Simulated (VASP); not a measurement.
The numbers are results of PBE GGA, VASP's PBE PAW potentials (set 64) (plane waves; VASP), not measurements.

VASP ran on this input.

KPOINTS:
```
Automatic mesh
0
Gamma
7 7 7
0 0 0
```

**INCAR**
```
! general
SYSTEM   = MgS
PREC     = Accurate
ENCUT    = 300
LREAL    = F
LASPH    = T

! electronic loop
EDIFF    = 1E-8
NELM     = 100
ALGO     = Normal

! smearing
ISMEAR   = -1
SIGMA    = 0.02

! functional
GGA      = PE

! ions
IBRION   = 8
NSW      = 1
ISIF     = 2

! output
LWAVE    = F
LCHARG   = F

! other
LEPSILON = T
```

**POSCAR**
```
MgS
1
    0.0000000000     2.6192450000     2.6192450000
    2.6192450000     0.0000000000     2.6192450000
    2.6192450000     2.6192450000     0.0000000000
Mg S
1 1
Direct
  0.0000000000   0.0000000000   0.0000000000
  0.5000000000   0.5000000000   0.5000000000
```

POTCAR, in this order: Mg S (PBE.64 set). Program: vasp_std.

### Question
What will the output report for the number of irreducible k-points (NKPTS), largest plane-wave count, number of space-group operations, FFT grid (NGX, NGY, NGZ)?

### Answer

The number of irreducible k-points (NKPTS) is 20 and the largest plane-wave count is 436. The number of space-group operations is 48 and the FFT grid (NGX, NGY, NGZ) comes out as 24 × 24 × 24.

The structure comes from a computed database's MgS entry; how it stands against other phases isn't given here. The cell was not relaxed at this level. The run is one of a series of settings (EDIFF = 1E-8, IBRION = 8, LEPSILON = .TRUE., NSW = 1 against the base run), some of them coarse on purpose.
